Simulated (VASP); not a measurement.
An input for Ansatz (written as the equivalent of a VASP run, and not itself run):

Ansatz 0.2 input:
```yaml
crystal:
  lattice:
    - [-3.4614340, 3.4614340, 3.4614340]
    - [3.4614340, -3.4614340, 3.4614340]
    - [3.4614340, 3.4614340, -3.4614340]
  atoms:
    - { symbol: Zr, position: [0.8750000, 0.1250000, 0.7500000] }
    - { symbol: Zr, position: [0.6250000, 0.3750000, 0.2500000] }
    - { symbol: Zr, position: [0.7500000, 0.8750000, 0.1250000] }
    - { symbol: Zr, position: [0.2500000, 0.6250000, 0.3750000] }
    - { symbol: Zr, position: [0.1250000, 0.7500000, 0.8750000] }
    - { symbol: Zr, position: [0.3750000, 0.2500000, 0.6250000] }
    - { symbol: N, position: [0.6303200, 0.6303200, 0.6303200] }
    - { symbol: N, position: [0.3696800, 0.5000000, 0.0000000] }
    - { symbol: N, position: [0.5000000, 0.0000000, 0.8696800] }
    - { symbol: N, position: [0.0000000, 0.3696800, 0.5000000] }
    - { symbol: N, position: [0.8696800, 0.5000000, 0.0000000] }
    - { symbol: N, position: [0.1303200, 0.1303200, 0.1303200] }
    - { symbol: N, position: [0.0000000, 0.8696800, 0.5000000] }
    - { symbol: N, position: [0.5000000, 0.0000000, 0.3696800] }
kpoints:
  mp_grid: { grid: [4, 4, 4] }
hamiltonian:
  xc: pbesol
  pseudopotentials: { kind: paw }
scf:
  occupations: { method: gaussian, width: 0.01 }
  max_iter: 100
output: { forces: true, stress: true, eigenvalues: true }
```

Problem. Write the VASP files for the same calculation (PBEsol).

Solution. Several could match; the one computed here: 
### INCAR
```
ALGO=Normal
EDIFF=1E-6
ENCUT=400
GGA=PS
ISIF=2
ISMEAR=0
LASPH=T
LCHARG=F
LMAXMIX=4
LREAL=Auto
LWAVE=F
NELM=100
PREC=Accurate
SIGMA=0.01
SYSTEM=Zr3N4
```

**KPOINTS**
```
Regular mesh
0
G
  4 4 4
```

### POSCAR
```
Zr3N4
1.0
 -3.4614340000   3.4614340000   3.4614340000
  3.4614340000  -3.4614340000   3.4614340000
  3.4614340000   3.4614340000  -3.4614340000
Zr N
6 8
Cartesian
  0.0000000000   5.1921510000   0.8653585000
  0.0000000000   1.7307170000   2.5960755000
  0.8653585000  -0.0000000000   5.1921510000
  2.5960755000   0.0000000000   1.7307170000
  5.1921510000   0.8653585000  -0.0000000000
  1.7307170000   2.5960755000  -0.0000000000
  2.1818110789   2.1818110789   2.1818110789
  0.4510940789  -0.4510940789   3.0103399211
  1.2796229211   4.7410569211  -1.2796229211
  3.0103399211   0.4510940789  -0.4510940789
 -1.2796229211   1.2796229211   4.7410569211
  0.4510940789   0.4510940789   0.4510940789
  4.7410569211  -1.2796229211   1.2796229211
 -0.4510940789   3.0103399211   0.4510940789
```

POTCAR, in this order: Zr_sv N (PBE.64 set). Program: vasp_std.

What does not carry over: each code has its own PAW files, so the cut-off isn't converted (ENCUT is set for VASP's; basis.ecutwfc is left out, and Ansatz then takes the one that its files recommend); Ansatz stops its SCF on the density residual and VASP on the energy change (EDIFF).

The structure comes from a computed database's Zr3N4 entry; how it stands against other phases isn't given here. The cell was not relaxed at this level.
